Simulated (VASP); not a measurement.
VASP input:

POSCAR:
```
AuAl2
1
    0.0000000000     3.0000000000     3.0000000000
    3.0000000000     0.0000000000     3.0000000000
    3.0000000000     3.0000000000     0.0000000000
Al Au
2 1
Direct
  0.2500000000   0.2500000000   0.2500000000
  0.7500000000   0.7500000000   0.7500000000
  0.0000000000   0.0000000000   0.0000000000
```

**INCAR**
```
SYSTEM = AuAl2
PREC = Accurate
ENCUT = 400
EDIFF = 1E-6
NELM = 100
ALGO = Normal
LREAL = .FALSE.
LASPH = .TRUE.
ISMEAR = 1
SIGMA = 0.1
GGA = PE
LMAXMIX = 6
LWAVE = .FALSE.
LCHARG = .FALSE.
ISIF = 2
LEPSILON = .TRUE.
```

**KPOINTS**
```
Automatic mesh
0
Gamma
7 7 7
0 0 0
```

POTCAR, in this order: Al Au (PBE.64 set). Program: vasp_std.

The resulting files:

File standard output:
```
...
       N       E                     dE             d eps       ncg     rms          rms(c)
RMM:   1    -0.443047436296E+00   -0.44305E+00   -0.13018E+00   899   0.344E+00
RMM:   2    -0.454270667500E+00   -0.11223E-01   -0.99657E-03   767   0.526E-01
RMM:   3    -0.454339252721E+00   -0.68585E-04   -0.11693E-04   791   0.626E-02
RMM:   4    -0.454340904855E+00   -0.16521E-05   -0.24224E-06   799   0.938E-03
RMM:   5    -0.454340934670E+00   -0.29815E-07   -0.90110E-08   602   0.172E-03
 change of polarisation eV/A/(eV/A) component  3 :     0.240    -0.345     0.909
 dielectric tensor                  component  3 :     0.805    -1.157     4.045
 Linear response to external field, progress :
  Direction:   1
       N       E                     dE             d eps       ncg     rms          rms(c)
RMM:   1    -0.162278222037E+01   -0.16228E+01   -0.76414E+00  1816   0.466E+00
RMM:   2    -0.344756931844E+00    0.12780E+01   -0.41211E-02  1522   0.775E-01    0.145E+00
RMM:   3    -0.280274708997E+00    0.64482E-01   -0.10674E-01  1395   0.216E+00    0.734E-01
RMM:   4    -0.299394918371E+00   -0.19120E-01   -0.62141E-02  1550   0.154E+00    0.224E-01
RMM:   5    -0.320517410171E+00   -0.21122E-01   -0.42736E-03  1548   0.511E-01    0.359E-02
RMM:   6    -0.321467798874E+00   -0.95039E-03   -0.28407E-04  1592   0.113E-01    0.171E-02
RMM:   7    -0.322374098657E+00   -0.90630E-03   -0.32856E-05  1566   0.396E-02    0.287E-03
RMM:   8    -0.322506390704E+00   -0.13229E-03   -0.18707E-05  1634   0.744E-03    0.146E-03
RMM:   9    -0.322498175319E+00    0.82154E-05   -0.12912E-06  1594   0.440E-03    0.254E-04
RMM:  10    -0.322497027782E+00    0.11475E-05   -0.36431E-06   882   0.753E-04    0.147E-04
RMM:  11    -0.322499292557E+00   -0.22648E-05   -0.28927E-07   860   0.831E-04    0.202E-05
RMM:  12    -0.322498768469E+00    0.52409E-06   -0.16859E-08   330   0.510E-04    0.123E-05
 change of polarisation eV/A/(eV/A) component  1 :     0.520    -0.826     0.070
 dielectric tensor                  component  1 :     2.743    -2.769     0.233
 Linear response to external field, progress :
  Direction:   2
       N       E                     dE             d eps       ncg     rms          rms(c)
RMM:   1    -0.162271502751E+01   -0.16227E+01   -0.76408E+00  1820   0.466E+00
RMM:   2    -0.344754703313E+00    0.12780E+01   -0.41227E-02  1527   0.776E-01    0.145E+00
RMM:   3    -0.280315263371E+00    0.64439E-01   -0.10720E-01  1400   0.216E+00    0.734E-01
RMM:   4    -0.299376906093E+00   -0.19062E-01   -0.61960E-02  1556   0.153E+00    0.224E-01
RMM:   5    -0.320520934553E+00   -0.21144E-01   -0.42544E-03  1551   0.510E-01    0.357E-02
RMM:   6    -0.321470430940E+00   -0.94950E-03   -0.28207E-04  1603   0.113E-01    0.170E-02
RMM:   7    -0.322373036515E+00   -0.90261E-03   -0.28230E-05  1560   0.393E-02    0.284E-03
RMM:   8    -0.322504699855E+00   -0.13166E-03    0.35582E-06  1634   0.740E-03    0.143E-03
RMM:   9    -0.322497511834E+00    0.71880E-05    0.44543E-06  1582   0.430E-03    0.240E-04
RMM:  10    -0.322495944063E+00    0.15678E-05    0.37406E-06   852   0.725E-04    0.142E-04
RMM:  11    -0.322497590775E+00   -0.16467E-05    0.73912E-08   750   0.745E-04    0.386E-05
RMM:  12    -0.322497276213E+00    0.31456E-06   -0.43361E-08   488   0.646E-04    0.124E-05
 change of polarisation eV/A/(eV/A) component  2 :    -0.965     0.520    -0.060
 dielectric tensor                  component  2 :    -3.234     2.743    -0.201
 Linear response to external field, progress :
  Direction:   3
       N       E                     dE             d eps       ncg     rms          rms(c)
RMM:   1    -0.162275127074E+01   -0.16228E+01   -0.76411E+00  1820   0.466E+00
RMM:   2    -0.344755093745E+00    0.12780E+01   -0.41216E-02  1517   0.775E-01    0.145E+00
RMM:   3    -0.280293107517E+00    0.64462E-01   -0.10695E-01  1396   0.216E+00    0.734E-01
RMM:   4    -0.299384008474E+00   -0.19091E-01   -0.62027E-02  1556   0.154E+00    0.224E-01
RMM:   5    -0.320520786758E+00   -0.21137E-01   -0.42611E-03  1553   0.510E-01    0.358E-02
RMM:   6    -0.321468502307E+00   -0.94772E-03   -0.28275E-04  1602   0.113E-01    0.171E-02
RMM:   7    -0.322372804969E+00   -0.90430E-03   -0.32021E-05  1566   0.394E-02    0.285E-03
RMM:   8    -0.322504968474E+00   -0.13216E-03   -0.12980E-05  1633   0.738E-03    0.145E-03
RMM:   9    -0.322497269774E+00    0.76987E-05   -0.55901E-06  1590   0.431E-03    0.241E-04
RMM:  10    -0.322495963168E+00    0.13066E-05    0.16544E-07   855   0.729E-04    0.144E-04
RMM:  11    -0.322497627566E+00   -0.16644E-05   -0.14235E-07   743   0.733E-04    0.428E-05
RMM:  12    -0.322497339901E+00    0.28766E-06   -0.23060E-08   517   0.661E-04    0.131E-05
 change of polarisation eV/A/(eV/A) component  3 :    -0.058    -0.966     0.520
 dielectric tensor                  component  3 :    -0.196    -3.238     2.743
 Born effective charges drift removed
```

**OUTCAR**
```
------------------------ aborting loop because EDIFF is reached ----------------------------------------

 HEAD OF MICROSCOPIC STATIC DIELECTRIC TENSOR (INDEPENDENT PARTICLE, excluding Hartree and local field effects)
 ------------------------------------------------------
           3.302368    -0.000000    -0.000000
          -0.000000     3.302368    -0.000000
           0.000000     0.000000     3.302368
 ------------------------------------------------------

 MACROSCOPIC STATIC DIELECTRIC TENSOR (including local field effects in DFT)
 ------------------------------------------------------
           2.743336     0.000000    -0.000000
          -0.000000     2.743336    -0.000000
           0.000000     0.000000     2.743336
 ------------------------------------------------------

 PIEZOELECTRIC TENSOR (including local field effects)  for field in x, y, z        (e  Angst)
          XX          YY          ZZ          XY          YZ          ZX
  --------------------------------------------------------------------------------
  x     0.00000     0.00000     0.00000     0.00000     0.00000     0.00000
  y     0.00000     0.00000     0.00000     0.00000     0.00000     0.00000
  z     0.00000     0.00000     0.00000     0.00000     0.00000     0.00000

 PIEZOELECTRIC TENSOR (including local field effects)  for field in x, y, z        (C/m^2)
          XX          YY          ZZ          XY          YZ          ZX
  --------------------------------------------------------------------------------
  x     0.00000     0.00000     0.00000     0.00000     0.00000     0.00000
  y     0.00000     0.00000     0.00000     0.00000     0.00000     0.00000
  z     0.00000     0.00000     0.00000     0.00000     0.00000     0.00000

 BORN EFFECTIVE CHARGES (including local field effects) (in |e|, cummulative output)
 ---------------------------------------------------------------------------------
 ion    1
    1     1.90433    -0.00000     0.00000
    2    -0.00000     1.90433     0.00000
    3    -0.00000     0.00000     1.90433
 ion    2
    1     1.90433     0.00000    -0.00000
    2     0.00000     1.90433     0.00000
    3     0.00000     0.00000     1.90433
 ion    3
    1    -3.80867    -0.00000    -0.00000
    2    -0.00000    -3.80867     0.00000
    3     0.00000    -0.00000    -3.80867
```
(Selected blocks of OUTCAR.)

### Question
The run ends quietly. Is anything wrong with it?

### Answer
The cause: LEPSILON was set for a metal. The run ends without an error. Against the sound run, the energy per atom (σ→0) stays essentially unchanged; the pressure is nearly the same. To mend it, drop LEPSILON, since a metal has no finite static dielectric tensor or Born charges. The plain static run on this cell (PBE GGA, plane waves, VASP's PBE PAW potentials (set 64)) converges, and its OSZICAR ends with
```
   1 F= -.12002460E+02 E0= -.12002392E+02  d E =-.201983E-03
```

The compound is AuAl2 in the fluorite structure. The cell was not relaxed at this level. The electron count is odd and the run is not spin-polarised, which forces a metal.
